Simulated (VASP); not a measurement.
Runs of VASP 6.6.1 on Al. It takes space group Fm-3m (No. 225, cubic). The conventional cell has a = 4.041 Å, b = 4.041 Å, c = 4.041 Å, α = 90.00°, β = 90.00°, γ = 90.00°. Around Al (site symmetry m-3m) lie 12 Al at 2.86 Å. 

| task | cell | gap on the mesh (eV) | pressure (GPa) |
| --- | --- | --- | --- |
| single point | a relaxed cell with its volume scaled by 1.03 | none | (a) |
| single point | a relaxed cell with its volume scaled by 1.09 | none | -5.5 |
| single point | a relaxed cell with its volume scaled by 0.94 | none | 5.4 |
| relaxation of cell and atoms | relaxed | none | 0.0 |
| single point | a relaxed cell with its volume scaled by 1.06 | none | (b) |
| single point | as given | none | 0.0 |
| single point | a relaxed cell with its volume scaled by 0.91 | none | 9.0 |
| single point | a relaxed cell with its volume scaled by 0.97 | none | 2.5 |

Alike in all rows: level PBE; potentials or basis VASP PAW PBE potentials, release 64 (Al); no spin polarisation; k mesh 18 × 18 × 18; cutoff (eV) 520; smearing gaussian 0.1 eV.

Task: Fill in the values left out.

Result: (a) -2.1; (b) -4.0.

Caveats: the relaxation stopped at its first step, so nothing moved (some runs).

A gap of «none» marks a metal or a gap under the smearing width.
